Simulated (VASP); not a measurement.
Calculation: PBE GGA, VASP's PBE PAW potentials (set 64) (plane waves; VASP).

The input files of a VASP run:

**POSCAR**
```
Ru3C
1
    0.0000000000     3.1497990000     3.1497990000
    3.1497990000     0.0000000000     3.1497990000
    3.1497990000     3.1497990000     0.0000000000
C Ru
1 3
Direct
  0.0000000000   0.0000000000   0.0000000000
  0.5000000000   0.5000000000   0.5000000000
  0.2500000000   0.2500000000   0.2500000000
  0.7500000000   0.7500000000   0.7500000000
```

INCAR:
```
SYSTEM  =  Ru3C
LMAXMIX  =  4   ! l cut-off of mixed one-centre charges
PREC  =  Accurate
LASPH  =  .True.   ! aspherical one-centre terms
ISMEAR  =  0
ISIF  =  2   ! forces and stress, cell fixed
LREAL  =  .False.   ! projection in real space or not
ALGO  =  Normal   ! blocked Davidson
GGA  =  PE   ! PBE
NELM  =  100   ! most electronic steps
SIGMA  =  0.05
LCHARG  =  .False.
LWAVE  =  .False.
EDIFF  =  1E-6
ENCUT  =  520   ! plane-wave cut-off (eV)
```

File KPOINTS:
```
Automatic mesh
0
Gamma
9 9 9
0 0 0
```

POTCAR, in this order: C Ru_pv (PBE.64 set). Program: vasp_std.

What VASP printed:

**OSZICAR**
```
       N       E                     dE             d eps       ncg     rms          rms(c)
DAV:   1     0.490434851457E+03    0.49043E+03   -0.28207E+04  1890   0.179E+03
DAV:   2    -0.123277957624E+02   -0.50276E+03   -0.49348E+03  1959   0.521E+02
DAV:   3    -0.318355208425E+02   -0.19508E+02   -0.18405E+02  2616   0.898E+01
DAV:   4    -0.323257507763E+02   -0.49023E+00   -0.46665E+00  2334   0.121E+01
DAV:   5    -0.323442280457E+02   -0.18477E-01   -0.18243E-01  2496   0.200E+00    0.144E+01
DAV:   6    -0.323596645631E+02   -0.15437E-01   -0.39530E+01  2739   0.385E+01    0.150E+01
DAV:   7    -0.312694593711E+02    0.10902E+01   -0.26896E+01  2507   0.278E+01    0.108E+01
DAV:   8    -0.299368778356E+02    0.13326E+01   -0.58025E+00  2618   0.148E+01    0.289E+00
DAV:   9    -0.298911268816E+02    0.45751E-01   -0.55352E-01  2415   0.508E+00    0.115E+00
DAV:  10    -0.298851272298E+02    0.59997E-02   -0.63125E-02  2598   0.205E+00    0.680E-01
DAV:  11    -0.298837141870E+02    0.14130E-02   -0.11589E-02  2621   0.883E-01    0.136E-01
DAV:  12    -0.298835288779E+02    0.18531E-03   -0.90826E-04  2622   0.250E-01    0.236E-02
DAV:  13    -0.298835279399E+02    0.93795E-06   -0.25128E-05  2510   0.408E-02    0.126E-02
DAV:  14    -0.298835276072E+02    0.33275E-06   -0.63934E-06  2200   0.170E-02
   1 F= -.29883528E+02 E0= -.29878475E+02  d E =-.101053E-01
```

### OUTCAR
```
------------------------ aborting loop because EDIFF is reached ----------------------------------------
  FORCE on cell =-STRESS in cart. coord.  units (eV):
  Direction    XX          YY          ZZ          XY          YZ          ZX
  --------------------------------------------------------------------------------------
  Total      -13.9353757    -13.9353757    -13.9353757      0.0000000     -0.0000000      0.0000000
  in kB     -357.2323226   -357.2323226   -357.2323226      0.0000000     -0.0000000      0.0000000
  external PRESSURE =    -357.2323226 kB  Pullay stress =       0.0000000 kB
  volume of cell :       62.50
      direct lattice vectors                 reciprocal lattice vectors
     0.000000000  3.149799000  3.149799000    -0.158740288  0.158740288  0.158740288
     3.149799000  0.000000000  3.149799000     0.158740288 -0.158740288  0.158740288
     3.149799000  3.149799000  0.000000000     0.158740288  0.158740288 -0.158740288
 POSITION                                       TOTAL-FORCE (eV/Angst)
 -----------------------------------------------------------------------------------
      0.00000      0.00000      0.00000         0.000000     -0.000000     -0.000000
      3.14980      3.14980      3.14980         0.000000     -0.000000     -0.000000
      1.57490      1.57490      1.57490         0.000000      0.000000      0.000000
      4.72470      4.72470      4.72470        -0.000000     -0.000000     -0.000000
 -----------------------------------------------------------------------------------
    total drift:                                0.000000      0.000000      0.000000
  FREE ENERGIE OF THE ION-ELECTRON SYSTEM (eV)
  ---------------------------------------------------
  free  energy   TOTEN  =       -29.8835276072 eV

  energy  without entropy=      -29.8734222954  energy(sigma->0) =      -29.87847495
```
(Selected blocks of OUTCAR.)

The structure was generated: Ru3C was put into the D03 type (Fm-3m), which need not be its known phase. The cell was not relaxed at this level. The run is one of a series of settings (KPOINTS 9×9×9 Γ-centred mesh against the base run), some of them coarse on purpose.
